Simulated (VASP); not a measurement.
Given:

```
Re
1.0
    1.34977    -2.34836     0.00000
    1.34977     2.34836     0.00000
    0.00000     0.00000     4.44950
Re
2
Direct
  0.33333   0.66667   0.25000
  0.68292   0.34958   0.75000
```

Level of theory: PBE GGA, VASP's PBE PAW potentials (set 64) (plane waves; VASP 6.6.1). Run with 800 eV cut-off, 14×14×8 Γ-centred mesh, first-order Methfessel-Paxton smearing of 0.10 eV, potentials Re.

### Question
Give the force on each atom (eV/Å).

### Answer

```json
[
 {"atom": "Re1", "Fx": "0.247", "Fy": "-0.011", "Fz": "0.000"},
 {"atom": "Re2", "Fx": "-0.247", "Fy": "0.011", "Fz": "0.000"}
]
```

### Question
Give the stress tensor in GPa (positive for a compressed cell).

### Answer

```
28.42  -0.59   0.00
-0.59  26.70   0.00
 0.00   0.00  18.58
```
The pressure is its mean diagonal, 24.57 GPa.

The compound is Re in the hcp structure. The cell was not relaxed at this level, atoms are displaced from their ideal sites. The run is one of a series of settings (ENCUT = 800 against the base run), some of them coarse on purpose.
